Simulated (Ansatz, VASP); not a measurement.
# Na2Be: VASP beside Ansatz

INCAR

```
SYSTEM = Na2Be
PREC = Accurate
ENCUT = 600
EDIFF = 1E-6
ISMEAR = 0
SIGMA = 0.1
LREAL = .FALSE.
LASPH = .TRUE.
NELM = 100
ALGO = Normal
ISIF = 3
LWAVE = .FALSE.
LCHARG = .FALSE.
GGA = PE
IBRION = 2
NSW = 90
EDIFFG = -0.04
```

Contents of KPOINTS:

```
Automatic mesh
0
G
  6 6 6
  0 0 0
```

POSCAR

```
Na2Be
1.0
    4.2074010116      0.0000000000      0.0000000000
   -2.1037005059      3.6437161600      0.0000000000
    0.0000000000      0.0000000000      2.9593352481
Na Be
2 1
Direct
    0.3333333333      0.6666666667      0.5000000000
    0.6666666667      0.3333333333      0.5000000000
    0.0000000000      0.0000000000      0.0000000000
```

Input for Ansatz:

```yaml
crystal:
  lattice:
    - [4.2074010116, 0.0, 0.0]
    - [-2.1037005059, 3.64371616, 0.0]
    - [0.0, 0.0, 2.9593352481]
  atoms:
    - { symbol: Na, position: [0.3333333333, 0.6666666667, 0.5] }
    - { symbol: Na, position: [0.6666666667, 0.3333333333, 0.5] }
    - { symbol: Be, position: [0.0, 0.0, 0.0] }
basis:
  ecutwfc: 420
kpoints:
  mp_grid: { grid: [6, 6, 6] }
hamiltonian:
  xc: pbe
scf:
  occupations: { method: gaussian, width: 0.1 }
  lower_state_search: "off"
output:
  forces: true
  stress: true
  eigenvalues: true
relax:
  adjacent_minimum: "off"
  f_tol: 0.04
  max_steps: 70
  cell: { stress_tol: 0.4 }
```

Alike in both runs: task relaxation of cell and atoms; functional PBE; k mesh 6 × 6 × 6; occupations gaussian, width 0.1 eV; no spin polarisation.

```csv
,VASP,Ansatz
version,VASP 6.6.1,Ansatz 0.2.0
potentials or method,"VASP PAW PBE potentials, release 64 (Na_pv, Be)","scalar-relativistic, plane waves, PAW"
plane-wave cutoff (eV),600,420
valence electrons in the cell,16,20
```

Ansatz gave:

```
gap on the k mesh at the Fermi level, each at its own relaxed structure (eV) : none
relaxed volume (Å³/atom)                                                     : 22.14
relaxed cell length with the largest relative difference (Å)                 : 3.006
energy change over the relaxation (meV/atom)                                 : -333
```

Problem. What did VASP give for the same quantities?

Solution. gap on the k mesh at the Fermi level, each at its own relaxed structure (eV): none; relaxed volume (Å³/atom): 22.25; relaxed cell length with the largest relative difference (Å): 3.014; energy change over the relaxation (meV/atom): -334.

A gap of «none» marks a metal or a gap that the smearing closes. The two sets of potentials don't hold the same shells in valence.

Caveats: the volume moved by over 15 % at a fixed basis, so the end points are rough (VASP).
